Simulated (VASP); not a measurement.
# K2VF4 (I4/mmm) in VASP: single point with r2SCAN+U

Aim: the single point of K2VF4 with r2SCAN+U.

Everything below comes from runs of VASP 6.6.1. Logs are shortened: lines on timing, memory, paths and dates and some standing lists are left out, and cuts for length are marked.

**1. Starting point**

Symmetry: I4/mmm, No. 139, tetragonal system. Conventional cell: a = 4.048 Å, b = 4.048 Å, c = 13.213 Å, α = 90.00°, β = 90.00°, γ = 90.00°. Around V (site symmetry 4/mmm) lie 6 F at 2.00 to 2.02 Å. F (site symmetry 4mm) has 1 V at 2.00 Å as nearest neighbours. F (site symmetry mmm) is surrounded by 2 V at 2.02 Å. K (site symmetry 4mm) is surrounded by 9 F at 2.66 to 2.86 Å.

The cell was built by a generator and needn't be a form met in nature.

**2. Single point, r2SCAN+U**

POSCAR

```
K2VF4
1.0
    0.0000000000      4.0478303600      0.0000000000
    4.0478303600      0.0000000000      0.0000000000
    2.0239151800      2.0239151800     -6.6062687200
V F K
1 4 2
Direct
    0.0000000000      0.0000000000      0.0000000000
    0.1510000000      0.1510000000      0.6980000000
    0.8490000000      0.8490000000      0.3020000000
    0.0000000000      0.5000000000      0.0000000000
    0.5000000000      0.0000000000      0.0000000000
    0.3520000000      0.3520000000      0.2960000000
    0.6480000000      0.6480000000      0.7040000000
```

INCAR.step1

```
PREC = Accurate
ENCUT = 520
ISMEAR = 1
SIGMA = 0.1333
LREAL = False
LASPH = True
NELM = 150
LMAXMIX = 4
LDAU = True
LDAUTYPE = 2
LDAUL = 2 -1 -1
LDAUU = 3.21 0 0
LDAUJ = 0 0 0
NBANDS = 38
NELECT = 58.0
GGA = PE
ALGO = Normal
EDIFF = 1E-4
LWAVE = True
LCHARG = False
```

INCAR.step2

```
PREC = Accurate
ENCUT = 520
EDIFF = 1E-7
ISMEAR = 1
SIGMA = 0.1333
LREAL = False
LASPH = True
NELM = 150
ALGO = Normal
ISIF = 2
LWAVE = False
LCHARG = False
LMAXMIX = 4
LDAU = True
LDAUTYPE = 2
LDAUL = 2 -1 -1
LDAUU = 3.21 0 0
LDAUJ = 0 0 0
LDAUPRINT = 1
METAGGA = R2SCAN
LMIXTAU = True
NBANDS = 38
NELECT = 58.0
ISTART = 1
```

KPOINTS

```
regular mesh
0
Gamma
  5 5 5
```

Potentials or basis: VASP PAW PBE potentials, release 64 (V_sv, F, K_sv).

The run is started by

```bash
$ cat potpaw_PBE.64/V_sv/POTCAR potpaw_PBE.64/F/POTCAR potpaw_PBE.64/K_sv/POTCAR > POTCAR
$ cp INCAR.step1 INCAR
$ mpirun -np 1 vasp_std > vasp.out
$ cp INCAR.step2 INCAR
$ mpirun -np 1 vasp_std > vasp.out
```

OUTCAR:

```text
PREC = Accurate
   ENCUT = 520
   EDIFF = 1E-7
   ISMEAR = 1
   LREAL = False
   LASPH = True
   NELM = 150
   ISIF = 2
   METAGGA = R2SCAN
   NELECT = 58.0
   ISTART = 1

 ion  position               nearest neighbor table
   1  0.000  0.000  0.000-   2 2.00   3 2.00   4 2.02   5 2.02   4 2.02   5 2.02
   2  0.151  0.151  0.698-   1 2.00   6 2.66
   3  0.849  0.849  0.302-   1 2.00   7 2.66
   4  0.000  0.500  0.000-   1 2.02   1 2.02   7 2.81   6 2.81   7 2.81   6 2.81
   5  0.500  0.000  0.000-   1 2.02   1 2.02   7 2.81   6 2.81   6 2.81   7 2.81
   6  0.352  0.352  0.296-   2 2.66   4 2.81   5 2.81   5 2.81   4 2.81
   7  0.648  0.648  0.704-   3 2.66   4 2.81   5 2.81   5 2.81   4 2.81

  LATTYP: Found a body centered tetragonal cell.
 ALAT       =     4.0478303600
 C/A-ratio  =     3.2641035481

  Lattice vectors:

 A1 = (  -2.0239151800,   2.0239151800,   6.6062687200)
 A2 = (   2.0239151800,  -2.0239151800,   6.6062687200)
 A3 = (   2.0239151800,   2.0239151800,  -6.6062687200)

Analysis of symmetry for initial positions (statically):
=====================================================================
 Subroutine PRICEL returns:
 Original cell was already a primitive cell.

 Routine SETGRP: Setting up the symmetry group for a
 body centered tetragonal supercell.

 Subroutine GETGRP returns: Found 16 space group operations
 (whereof 16 operations were pure point group operations)
 out of a pool of 16 trial point group operations.

The static configuration has the point symmetry D_4h.

Analysis of symmetry for dynamics (positions and initial velocities):
=====================================================================
 Subroutine PRICEL returns:
 Original cell was already a primitive cell.

 Routine SETGRP: Setting up the symmetry group for a
 body centered tetragonal supercell.

 Subroutine GETGRP returns: Found 16 space group operations
 (whereof 16 operations were pure point group operations)
 out of a pool of 16 trial point group operations.

[... 162 lines left out ...]
  0.0000  0.0000  0.1863 -0.0000 -0.0000
 -0.0000  0.0000 -0.0000  0.0531  0.0000
 -0.0000 -0.0000 -0.0000  0.0000  0.1134

 occupancies and eigenvectors

  o =  0.0531  v =  0.0000 -0.3710  0.0000 -0.9286 -0.0000  0.0000  0.0000  0.0000  0.0000  0.0000      0.0000  0.0000  0.0000  0.0000  0.0000  0.0000  0.0000  0.0000  0.0000  0.0000
  o =  0.0531  v =  0.0000  0.0000  0.0000  0.0000  0.0000  0.0000 -0.3710  0.0000 -0.9286 -0.0000      0.0000  0.0000  0.0000  0.0000  0.0000  0.0000  0.0000  0.0000  0.0000  0.0000
  o =  0.0531  v =  0.0000  0.9286  0.0000 -0.3710  0.0000  0.0000  0.0000  0.0000  0.0000  0.0000      0.0000  0.0000  0.0000  0.0000  0.0000  0.0000  0.0000  0.0000  0.0000  0.0000
  o =  0.0531  v =  0.0000  0.0000  0.0000  0.0000  0.0000  0.0000  0.9286  0.0000 -0.3710  0.0000      0.0000  0.0000  0.0000  0.0000  0.0000  0.0000  0.0000  0.0000  0.0000  0.0000
  o =  0.1134  v =  0.0000  0.0000 -0.0000  0.0000 -1.0000  0.0000  0.0000  0.0000  0.0000  0.0000      0.0000  0.0000  0.0000  0.0000  0.0000  0.0000  0.0000  0.0000  0.0000  0.0000
  o =  0.1134  v =  0.0000  0.0000  0.0000  0.0000  0.0000  0.0000  0.0000 -0.0000  0.0000 -1.0000      0.0000  0.0000  0.0000  0.0000  0.0000  0.0000  0.0000  0.0000  0.0000  0.0000
  o =  0.1863  v =  0.0000 -0.0000  1.0000 -0.0000 -0.0000  0.0000  0.0000  0.0000  0.0000  0.0000      0.0000  0.0000  0.0000  0.0000  0.0000  0.0000  0.0000  0.0000  0.0000  0.0000
  o =  0.1863  v =  0.0000  0.0000  0.0000  0.0000  0.0000  0.0000 -0.0000  1.0000 -0.0000 -0.0000      0.0000  0.0000  0.0000  0.0000  0.0000  0.0000  0.0000  0.0000  0.0000  0.0000
  o =  0.9338  v =  0.0000  0.0000  0.0000  0.0000  0.0000  1.0000  0.0000  0.0000  0.0000  0.0000      0.0000  0.0000  0.0000  0.0000  0.0000  0.0000  0.0000  0.0000  0.0000  0.0000
  o =  0.9338  v =  1.0000  0.0000  0.0000  0.0000  0.0000  0.0000  0.0000  0.0000  0.0000  0.0000      0.0000  0.0000  0.0000  0.0000  0.0000  0.0000  0.0000  0.0000  0.0000  0.0000

 number of electron      58.0000036 magnetization

 Free energy of the ion-electron system (eV)
  ---------------------------------------------------
  ext. energy  EPLUGINS =         0.00000000
  ---------------------------------------------------
  free energy    TOTEN  =       -58.91883496 eV

  energy without entropy =      -58.92009731  energy(sigma->0) =      -58.91925574

 E-fermi :   1.3050     XC(G=0):  -9.5644

 val. band max:        1.1929684175   @ k =   0.4000   0.4000   0.2000
 cond. band min:       2.6442938232   @ k =   0.0000   0.0000   0.0000
 fundamental gap:      1.4513254057
 Fermi energy:         1.3049942589

 k-point     1 :       0.0000    0.0000    0.0000
  band No.  band energies     occupation
      1     -66.8097      2.00000
      2     -40.6457      2.00000
      3     -38.9124      2.00000
      4     -38.9122      2.00000
      5     -28.4823      2.00000
      6     -28.4243      2.00000
[... 727 lines left out ...]
     37       9.6684      0.00000
     38      10.4536      0.00000

------------------------ aborting loop because EDIFF is reached ----------------------------------------

  FORCE on cell =-STRESS in cart. coord.  units (eV):
  Direction    XX          YY          ZZ          XY          YZ          ZX
  --------------------------------------------------------------------------------------
  -------------------------------------------------------------------------------------
  Total       -5.3654775     -5.3654775    -11.8479350      0.0000000     -0.0000000      0.0000000
  in kB      -79.4178487    -79.4178487   -175.3688290      0.0000000     -0.0000000      0.0000000
  external PRESSURE =    -111.4015088 kB  Pullay stress =       0.0000000 kB

 VOLUME and BASIS-vectors are now :
 -----------------------------------------------------------------------------
  energy-cutoff  :      520.00
  volume of cell :      108.24
      direct lattice vectors                 reciprocal lattice vectors
     0.000000000  4.047830360  0.000000000     0.000000000  0.247045926  0.075685689
     4.047830360  0.000000000  0.000000000     0.247045926  0.000000000  0.075685689
     2.023915180  2.023915180 -6.606268720     0.000000000  0.000000000 -0.151371378

 POSITION                                       TOTAL-FORCE (eV/Angst)
 -----------------------------------------------------------------------------------
      0.00000      0.00000      0.00000         0.000000      0.000000      0.000000
      2.02392      2.02392     -4.61118         0.000000      0.000000     -1.904122
      4.04783      4.04783     -1.99509        -0.000000     -0.000000      1.904122
      2.02392      0.00000      0.00000         0.000000      0.000000      0.000000
      0.00000      2.02392      0.00000         0.000000     -0.000000      0.000000
      2.02392      2.02392     -1.95546        -0.000000     -0.000000     -0.276110
      4.04783      4.04783     -4.65081         0.000000      0.000000      0.276110
 -----------------------------------------------------------------------------------
    total drift:                               -0.000000     -0.000000     -0.000000

  FREE ENERGIE OF THE ION-ELECTRON SYSTEM (eV)
  ---------------------------------------------------
  free  energy   TOTEN  =       -58.9188349609 eV

  energy  without entropy=      -58.9200973126  energy(sigma->0) =      -58.91925574
```

OUTCAR.step1:

```text
PREC = Accurate
   ENCUT = 520
   ISMEAR = 1
   LREAL = False
   LASPH = True
[... 976 lines left out ...]
      2.02392      0.00000      0.00000         0.000000      0.000000     -0.000000
      0.00000      2.02392      0.00000         0.000000     -0.000000     -0.000000
      2.02392      2.02392     -1.95546         0.000000      0.000000     -0.323951
      4.04783      4.04783     -4.65081        -0.000000     -0.000000      0.323951
 -----------------------------------------------------------------------------------
    total drift:                               -0.000000     -0.000000     -0.000000

  FREE ENERGIE OF THE ION-ELECTRON SYSTEM (eV)
  ---------------------------------------------------
  free  energy   TOTEN  =       -36.5584606644 eV

  energy  without entropy=      -36.5597208429  energy(sigma->0) =      -36.55888072
```

OSZICAR.step1:

```text
N       E                     dE             d eps       ncg     rms          rms(c)
DAV:   1     0.614299490695E+03    0.61430E+03   -0.30943E+04  1376   0.154E+03
DAV:   2     0.204456128048E+00   -0.61410E+03   -0.60103E+03  1686   0.460E+02
DAV:   3    -0.400927127841E+02   -0.40297E+02   -0.40039E+02  1700   0.120E+02
DAV:   4    -0.423233495876E+02   -0.22306E+01   -0.22160E+01  2304   0.180E+01
DAV:   5    -0.423573462918E+02   -0.33997E-01   -0.33975E-01  1718   0.224E+00    0.222E+01
DAV:   6    -0.366935578721E+02    0.56638E+01   -0.70870E+01  1630   0.431E+01    0.101E+01
DAV:   7    -0.360112862116E+02    0.68227E+00   -0.86582E+00  1462   0.227E+01    0.753E+00
DAV:   8    -0.361353065290E+02   -0.12402E+00   -0.27104E-01  1600   0.362E+00    0.480E+00
DAV:   9    -0.364180034505E+02   -0.28270E+00   -0.20673E-01  1562   0.355E+00    0.260E+00
DAV:  10    -0.365728982544E+02   -0.15489E+00   -0.26951E-01  1570   0.409E+00    0.106E+00
DAV:  11    -0.365590855210E+02    0.13813E-01   -0.53913E-02  1578   0.159E+00    0.420E-01
DAV:  12    -0.365586804163E+02    0.40510E-03   -0.17083E-02  1626   0.743E-01    0.211E-01
DAV:  13    -0.365585527315E+02    0.12768E-03   -0.40046E-03  1552   0.396E-01    0.145E-01
DAV:  14    -0.365582925485E+02    0.26018E-03   -0.11155E-03  1338   0.321E-01    0.108E-01
DAV:  15    -0.365584845958E+02   -0.19205E-03   -0.38988E-04  1356   0.143E-01    0.369E-02
DAV:  16    -0.365584606644E+02    0.23931E-04   -0.10473E-04   824   0.835E-02
   1 F= -.36558461E+02 E0= -.36558881E+02  d E =0.126018E-02
```

Run time: 3.8 min. Hardware: 1 thread of Intel Xeon Platinum 8488C (Sapphire Rapids), shared host; peak memory 0.25 GiB.

What came out:

```
Free energy            : -58.9188 eV
Largest force          : 1.904 eV/Å
Band gap on the k mesh : 1.45 eV, indirect (least direct gap 1.92 eV)
```

Forces in eV/Å, atoms in the order of the input:
```
V    0.000  0.000  0.000
F    0.000  0.000 -1.904
F    0.000  0.000  1.904
F    0.000  0.000  0.000
F    0.000  0.000  0.000
K    0.000  0.000 -0.276
K    0.000  0.000  0.276
```

Levels at points of the mesh, in eV from the valence-band top:
```tsv
k point	band 25	band 26	band 27	band 28	band 29	band 30	band 31	band 32	band 33	band 34
(0.00, 0.00, 0.00)	-4.52	-4.46	-4.19	-4.19	-1.19	1.45	1.45	2.09	3.35	4.33
```

Eigenvalues of the final occupation matrices:
```csv
site,spin,trace,eigenvalues
site 1 d,1,1.34,0.05 0.05 0.11 0.19 0.93
site 1 d,2,1.34,0.05 0.05 0.11 0.19 0.93
```

Caveat: the cell carries a net charge on a neutralising background, which shifts energy and pressure; the cell is charged against a uniform background, so pressure and absolute levels hang on convention; the PAW data sets were made with another functional, which shifts forces and pressure a little; an odd mesh through Γ misses points on the zone boundary, where band edges often lie.
